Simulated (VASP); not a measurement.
# Splitting of the L valleys of silicon under biaxial (111) strain, and the order of the L and Δ valleys, with TB-mBJ

Each silicon atom is held by four equivalent covalent bonds along the ⟨111⟩ directions. Strain in the (111) plane singles out the bond along the normal from the other three, and the four L valleys, which point along the same axes, divide in the same way.

Problem: find the sign and size of this division for strains between −2 % and +2 %, and state which conduction valley is lowest. The answer matters for strained (111) films, because electrons move differently when strain empties some valleys in favour of others. The splitting is the TB-mBJ level at L along [-111] less that along [111], so a positive value puts the [111] valley lower. Single valley energies are counted from the valence-band top at Γ.

## Set-up

The start is a typed prototype cell. The crystal was relaxed with LDA. Equal strain is imposed in the (111) plane; the strain along the normal is adjusted until the normal stress vanishes, and the atoms are relaxed with LDA. VASP 6.6.1, plane waves with PAW, cutoff 450 eV, no spin polarisation. Band edges are single points at TB-mBJ with spin-orbit coupling on these cells, k mesh 8×8×8, read on short lines of k points at the zone centre and through the valleys; energies are counted from the valence-band top at the zone centre.  All levels use the PAW data sets made with LDA.

Notes on method and selection:

- A valley's energy from the valence-band top holds the shift of that top as well as the shift of the valley.
- The TB-mBJ parameter c is fixed anew from the density of each cell, so it changes along the series.
- Runs that did not converge, have known faults or may not be shown are not listed, and runs on Ansatz's PAW sets soft_1 and soft_2 are kept to separate tables.

Columns:

- strain (%): strain in the plane (tension positive).
- splitting (eV): level at L along [-111] less that along [111].
- Δ [001] (eV): minimum of the conduction band along Γ–X in the [001] direction.
- L [111] (eV): conduction level at L along [111].
- L [-111] (eV): conduction level at L along [-111].
- Γ level (eV): lowest conduction level at Γ.

Input lines of one member:

```
PREC = Accurate
ENCUT = 450
EDIFF = 1E-06
NELM = 150
ISMEAR = 0
SIGMA = 0.02
LREAL = .FALSE.
ALGO = Normal
METAGGA = MBJ
LASPH = .TRUE.
LNONCOLLINEAR = .TRUE.
NBANDS = 18
GGA_COMPAT = .FALSE.
LSORBIT = .TRUE.
KPAR = 2
```

Command (options for logging and memory left out): `mpirun -np 2 vasp_ncl`

## Computed values

| member | strain (%) | splitting (eV) | Δ [001] (eV) | L [111] (eV) | L [-111] (eV) | Γ level (eV) |
| --- | --- | --- | --- | --- | --- | --- |
| −2 % | −2.0 | −0.430 | 1.007 | 2.560 | 2.130 | 2.800 |
| −1.5 % | −1.5 | −0.318 | 1.072 | 2.486 | 2.167 | 2.914 |
| −1 % | −1.0 | −0.209 | 1.130 | 2.410 | 2.201 | 3.020 |
| −0.5 % | −0.5 | −0.103 | 1.179 | 2.333 | 2.230 | 3.114 |
| 0 % | 0.0 | 0.000 | 1.220 | 2.255 | 2.255 | 3.177 |
| +0.5 % | 0.5 | ? | ? | ? | ? | ? |
| +1 % | 1.0 | 0.199 | 1.162 | 1.972 | 2.171 | 3.046 |
| +1.5 % | 1.5 | 0.296 | 1.126 | 1.831 | 2.127 | 2.977 |
| +2 % | 2.0 | ? | ? | ? | ? | ? |

Cells marked ? are withheld until the estimate has been made.

Least-squares fits to the members shown, with x = strain (%); R² and errors in the fitted variable (y, or ln y where the fit is in ln y):

| y | members | fit | R² | rms residual | leave-one-out rms | the same for the mean of the others |
| --- | --- | --- | --- | --- | --- | --- |
| splitting (eV) | 7 | y = −0.006848 + 0.2068 x | 1.00 | 0.0062 | 0.0097 | 0.29 |
| Δ [001] (eV) | 7 | y = 1.140 + 0.03343 x | 0.37 | 0.052 | 0.079 | 0.076 (fit no better) |

## What drives the series

Solution. The Δ valley is the lowest in every row shown. At +1.5 %, where the lower L level comes nearest to it, the distance is still 1.831 − 1.126 = 0.705 eV. The six Δ valleys remain degenerate, because the cube axes all make the same angle with the [111] normal. Strain of this kind therefore gives no repopulation among the valleys that hold the electrons.

The L valleys do split, one against three. Under tension the single [111] valley is the lower; under compression the other three are. To first order in strain, a valley along the unit vector $\hat{k}$ shifts by a part common to all L valleys plus $\Xi_u\,\hat{k}\cdot\varepsilon\cdot\hat{k}$. Since [-111] and [111] have a direction cosine of 1/3, the splitting is

$$s = \tfrac{8}{9}\,\Xi_u\,(\varepsilon_\parallel - \varepsilon_\perp).$$

In-plane tension makes the crystal contract along the normal, so the bracket is positive, and the positive splittings in the table mean a positive $\Xi_u$. The shift of the valence-band top cancels in this difference.

The response is nearly linear, but slightly weaker under tension: 0.430 / 2.0 = 0.215 eV per % between −2 % and zero, against 0.296 / 1.5 = 0.197 eV per % between zero and +1.5 %. Terms of second order in strain, in the levels or in the normal contraction, are a possible cause.

The Δ energy behaves differently. It falls from 1.220 eV to 1.007 eV at −2 % and to 1.126 eV at +1.5 %, so a straight line describes it no better than the mean. Strain of either sign splits the upper valence bands and pushes one of them up, which narrows the distance to Δ. The shear part of the strain also couples the two lowest conduction bands near X, and this can lower the Δ minimum for both signs.

## An estimate before looking

Plain estimates from the members shown:

- +0.5 %, fit at x = 0.5: 0.097 eV
- +0.5 %, straight-line interpolation between 0 % and +1 %: w = (0.5 − 0.0) / (1.0 − 0.0) = 0.500, so 0.000 + 0.500 × (0.199 − 0.000) = 0.100 eV
- +2 %, fit at x = 2.0: 0.407 eV (an extrapolation)

The straight-line fit is unsuited to either missing row. It gives −0.007 eV at zero strain, where symmetry requires zero, and its 0.407 eV at +2 % would need a last half-percent step of 0.407 − 0.296 = 0.111 eV, although the step before it is only 0.296 − 0.199 = 0.097 eV.

A better route starts from the compressed partner of each missing row. With a linear and a quadratic term, $s(x) = ax + bx^2$, the linear parts cancel in the sum of partners, so that

$$s(x) = -s(-x) + 2bx^2.$$

The pair at ±1.5 % gives 2b = (0.296 − 0.318) / 1.5² = −0.00978 eV per %².

Test at +1 %: 0.209 − 0.00978 × 1.0² = 0.199 eV, which agrees with the table.

At +0.5 %: 0.103 − 0.00978 × 0.5² = 0.101 eV. Interpolation gives 0.100 eV, slightly lower, as expected for a chord under a curve that bends downwards.

At +2 %: 0.430 − 0.00978 × 2.0² = 0.391 eV.

The errors come mainly from the rounding of the tabulated levels. At +2 % the rounding in 2b is multiplied by four, and a small term of higher order may enter, so the error there is set at 0.002 eV, against 0.001 eV at +0.5 %.

**Committed estimate, +0.5 %: splitting = 0.101 ± 0.001 eV.**  
**Committed estimate, +2 %: splitting = 0.391 ± 0.002 eV.**

## Check

| member | strain (%) | splitting (eV) | Δ [001] (eV) | L [111] (eV) | L [-111] (eV) | Γ level (eV) |
| --- | --- | --- | --- | --- | --- | --- |
| +0.5 % | 0.5 | 0.100 | 1.196 | 2.116 | 2.216 | 3.118 |
| +2 % | 2.0 | 0.388 | 1.089 | 1.695 | 2.083 | 2.911 |

| member | estimate | splitting (eV) | computed | estimate − computed | miss in error bars |
| --- | --- | --- | --- | --- | --- |
| +0.5 % | committed | 0.101 | 0.100 | +0.001 | 1.0 |
| +0.5 % | fit | 0.097 | 0.100 | −0.003 |  |
| +0.5 % | interpolation | 0.100 | 0.100 | −0.001 |  |
| +2 % | committed | 0.391 | 0.388 | +0.003 | 1.5 |
| +2 % | fit | 0.407 | 0.388 | +0.019 |  |

At +0.5 % the estimate of 0.101 eV lies 0.001 eV above the computed 0.100 eV, at the edge of its error bar. Interpolation does equally well and the straight-line fit slightly worse. At +2 % the estimate of 0.391 eV is 0.003 eV too high, or 1.5 error bars, while the fit misses by 0.019 eV.

The argument from compressed partners gave the right sign and nearly the right size for the weakening under tension. The error bar at +2 % was too narrow even for rounding. Each of the three splittings used may be off by half a unit in its last digit, and the errors of the pair at ±1.5 % are nearly doubled on the way to +2 %. In the worst case they add up to more than the 0.002 eV I allowed. With unrounded levels for these three rows, a good part of the miss disappears. The rest may come from terms of higher order or from small errors in the normal strain; the tables do not separate the two.

My description of the cells needs a qualification: the normal stress was brought within a small tolerance, not to exactly zero. At +0.5 %, +1 % and +1.5 % the first trial was good enough and was kept, with a normal contraction simply set proportional to the in-plane strain. In the compressed cells the normal strain was corrected further. The stress left over can move the splitting by about its last digit.

At ±1.5 % the normal strain explains part of the difference between tension and compression, but not most of it, and 2b already carries this part into the estimate for +2 %. The larger part is a second-order change of the L levels for given strains of the cell. The shift of the atoms within the cell and the change of c may both contribute to it; the tables do not tell how much.

## Members off the line

Least-squares fits to the whole series, with x = strain (%); R² and errors in the fitted variable (y, or ln y where the fit is in ln y):

| y | members | fit | R² | rms residual | leave-one-out rms | the same for the mean of the others |
| --- | --- | --- | --- | --- | --- | --- |
| splitting (eV) | 9 | y = −0.008556 + 0.2044 x | 1.00 | 0.0076 | 0.011 | 0.30 |
| Δ [001] (eV) | 9 | y = 1.131 + 0.01903 x | 0.15 | 0.058 | 0.081 | 0.071 (fit no better) |

Largest departures from the fit to the whole series:

| member | splitting (eV) | fit | computed − fit | in rms residuals |
| --- | --- | --- | --- | --- |
| −2 % | −0.430 | −0.417 | −0.013 | 1.7 |
| +2 % | 0.388 | 0.400 | −0.012 | 1.6 |
| 0 % | 0.000 | −0.009 | +0.009 | 1.1 |
| −0.5 % | −0.103 | −0.111 | +0.008 | 1.0 |

No row stands out: the largest departure is 1.7 rms residuals. The signs do form a pattern, with −2 % and +2 % below the line by 0.013 and 0.012 eV and the rows at 0 % and −0.5 % above it by 0.009 and 0.008 eV. This is what a straight line leaves behind when the splitting curves downwards.

## Rules of thumb and their limits

In all nine rows the Δ valleys are lowest and remain degenerate, while the L valleys split one against three in every strained row. With $x$ in %, the rows at ±2 % give a linear coefficient of (0.388 + 0.430) / 4 = 0.2045 and a quadratic one of (0.388 − 0.430) / 8 = −0.00525, so that

$$s = 0.2045\,x - 0.00525\,x^2\ \text{eV}.$$

The other seven rows follow this within about 0.001 eV, against an rms error of 0.30 eV when each row is estimated from the mean of the others. A further strain between −2 % and +2 % should come out about as well if its normal strain is found in the same way; a tighter limit on the normal stress could change the last digit.

For transport, the distance from Δ to the lowest L valley matters more. At +2 % it is still 1.695 − 1.089 = 0.606 eV, roughly 23 times the thermal energy at room temperature (about 0.026 eV), so the L valleys hold practically no electrons in equilibrium.

Lattice vibrations, which are left out, narrow the gap by roughly 0.1 eV at room temperature, less than the range of the Δ column.

[Logs are printed without paths, hosts, clocks, repeated set-up lines and the standing remarks that a program may print on its own settings, such as how far it seeks lower states.]
